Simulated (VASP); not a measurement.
Consider the following.

```xyz
2
Lattice="4.1455 0.0000 0.0000 0.0000 4.1455 0.0000 0.0000 0.0000 4.1455" Properties=species:S:1:pos:R:3 pbc="T T T"
Cs     0.0000     0.0000     0.0000
Br     2.0728     2.0728     2.0728
```

Calculation: LDA (Ceperley-Alder, Perdew-Zunger), VASP's LDA PAW potentials (set 64) (plane waves; VASP 6.6.1). Settings: 400 eV cut-off, 8×8×8 Γ-centred mesh, Gaussian smearing of 0.010 eV, potentials Cs_sv Br.

Unless said otherwise, spin-orbit coupling is left out, though it shifts the bands of the heavy elements here.

Task: Predict the energy per atom (σ→0), band gap (on the k-mesh) with the smallest direct gap where there is one.

Result: 
```
Item                                          Value
-----------------------------------  --------------
band gap (on the k-mesh)                    4.51 eV
smallest direct gap (on the k-mesh)         4.51 eV
energy per atom (σ→0)                -3.397 eV/atom
```

The structure comes from a computed database's CsBr entry (Pm-3m); how it stands against other phases isn't given here. It was relaxed first, which changed the volume by -12 %.
